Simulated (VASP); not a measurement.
Given:

```xyz
4
Lattice="2.2163 1.2796 7.2313 -2.2163 1.2796 7.2313 0.0000 -2.5592 7.2313" Properties=species:S:1:pos:R:3 pbc="T T T"
Te     0.0000     0.0000    10.8470
Pb     0.0000     0.0000    16.1550
Pb     0.0000     0.0000     5.5390
Se    -2.2163     1.2796     7.2313
```

The numbers are results of PBEsol GGA, VASP's PBE PAW potentials (set 64) (plane waves; VASP), not measurements. Run with 400 eV cut-off, Gaussian smearing of 0.050 eV, potentials Te Pb_d Se.

Unless said otherwise, spin-orbit coupling is left out, though it shifts the bands of the heavy elements here.

**Question.** Give the energies of bands 14 to 23 at the high-symmetry points, in eV from the valence-band maximum.

**Answer.** 
| band | Γ | T | H2 | L | S0 | F |
|---|---|---|---|---|---|---|
| 14 | -5.97 | -7.00 | -8.27 | -8.14 | -8.24 | -7.37 |
| 15 | -1.85 | -1.83 | -3.95 | -3.55 | -4.23 | -4.85 |
| 16 | -1.85 | -1.83 | -3.94 | -3.38 | -3.51 | -3.12 |
| 17 | -1.62 | -1.07 | -2.83 | -2.68 | -3.30 | -3.06 |
| 18 | -0.93 | -1.07 | -2.60 | -2.12 | -2.27 | -1.18 |
| 19 | -0.93 | -1.01 | -1.41 | -2.08 | -1.93 | -1.13 |
| 20 | 0.00 | -0.80 | -1.38 | -2.03 | -0.63 | -0.01 |
| 21 | 0.48 | 2.04 | 2.19 | 3.04 | 1.46 | 0.41 |
| 22 | 1.41 | 2.28 | 2.44 | 3.04 | 2.91 | 1.43 |
| 23 | 1.41 | 2.54 | 3.36 | 3.42 | 3.22 | 1.44 |

The gap is indirect, 0.41 eV, from the valence maximum at Γ to the conduction minimum at F.

The structure comes from a computed database's TePb2Se entry (R-3m); how it stands against other phases isn't given here. It was relaxed first.
